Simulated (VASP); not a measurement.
The system is Sc7VN8.

```
Sc V N
1.0
    -4.30620    4.30620    0.00000
    -4.30620    0.00000    4.30620
     0.00000    4.30620    4.30620
Sc V N
7 1 8
Direct
  0.00000 0.00000 0.00000
  0.50000 0.00000 0.00000
  0.00000 0.50000 0.00000
  0.00000 0.00000 0.50000
  0.50000 0.50000 0.00000
  0.50000 0.00000 0.50000
  0.00000 0.50000 0.50000
  0.50000 0.50000 0.50000
  0.75000 0.75000 0.75000
  0.25000 0.75000 0.75000
  0.75000 0.25000 0.75000
  0.75000 0.75000 0.25000
  0.25000 0.25000 0.75000
  0.25000 0.75000 0.25000
  0.75000 0.25000 0.25000
  0.25000 0.25000 0.25000
```

The cell was built by a generator and needn't be a form met in nature.

```yaml
Program: VASP 6.6.1
Task: relaxation of cell and atoms
Functional: PBE
Potentials_or_basis: VASP PAW PBE potentials, release 64 (Sc_sv, V_sv, N)
Cutoff: 600 eV
k_mesh: 8 × 8 × 8
Occupations: methfessel-paxton, width 0.1 eV
Spin: no spin polarisation
```

At the start: pressure 27.3 GPa; volume 9.98 Å³/atom.

Problem. How do energy, volume and symmetry change on relaxing?

Solution. Over 9 steps the energy falls by 99.0 meV/atom and the volume is 11.06 Å³/atom (+10.8 %); space group Fm-3m (No. 225, to 0.05 Å).

The path:
| step | energy change (eV) | largest force (eV/Å) | pressure (GPa) | volume (Å³) |
| --- | --- | --- | --- | --- |
| 1 | 0.0000 | 1.3298 | 27.31 | 159.70 |
| 2 | 0.2963 | 0.0426 | -21.21 | 202.35 |
| 3 | -1.5275 | 0.5003 | -1.42 | 178.38 |
| 4 | -1.5287 | 0.5172 | -0.82 | 177.86 |
| 5 | -1.5283 | 0.5294 | -0.38 | 177.49 |
| 6 | -1.5770 | 0.1878 | 0.30 | 176.79 |
| 7 | -1.5828 | 0.0171 | 0.68 | 176.45 |
| 8 | -1.5829 | 0.0204 | -0.67 | 177.58 |
| 9 | -1.5841 | 0.0009 | -0.01 | 177.02 |

Final structure:
```
CELL_PARAMETERS angstrom
-4.45657 4.45657 0.00000
-4.45657 0.00000 4.45657
0.00000 4.45657 4.45657
ATOMIC_POSITIONS crystal
Sc 0.00000 0.00000 0.00000
Sc 0.50000 0.00000 0.00000
Sc 0.00000 0.50000 0.00000
Sc 0.00000 0.00000 0.50000
Sc 0.50000 0.50000 0.00000
Sc 0.50000 0.00000 0.50000
Sc 0.00000 0.50000 0.50000
V 0.50000 0.50000 0.50000
N 0.75000 0.75000 0.75000
N 0.25747 0.74253 0.74253
N 0.74253 0.25747 0.74253
N 0.74253 0.74253 0.25747
N 0.25747 0.25747 0.74253
N 0.25747 0.74253 0.25747
N 0.74253 0.25747 0.25747
N 0.25000 0.25000 0.25000
```

Caveat: the run has no spin polarisation, though such a crystal can be magnetic.
